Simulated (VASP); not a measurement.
```
CELL_PARAMETERS angstrom
      0.00000     2.24310     2.24310
      2.24310     0.00000     2.24310
      2.24310     2.24310     0.00000
ATOMIC_POSITIONS crystal
  B  0.00000 0.00000 0.00000
  P  0.25000 0.25000 0.25000
```

Calculation: r2SCAN meta-GGA, VASP's PBE PAW potentials (set 64) (plane waves; VASP). Settings: 520 eV cut-off, 10×10×10 Γ-centred mesh, Gaussian smearing of 0.050 eV, potentials B P.

Task: Give the stress tensor in GPa (positive for a compressed cell).

Result: 
```
5.50  0.00  0.00
0.00  5.50  0.00
0.00  0.00  5.50
```
The pressure is its mean diagonal, 5.50 GPa.

The compound is BP in the zinc blende structure. This cell is one point of a volume scan, at 0.97 of the reference volume.
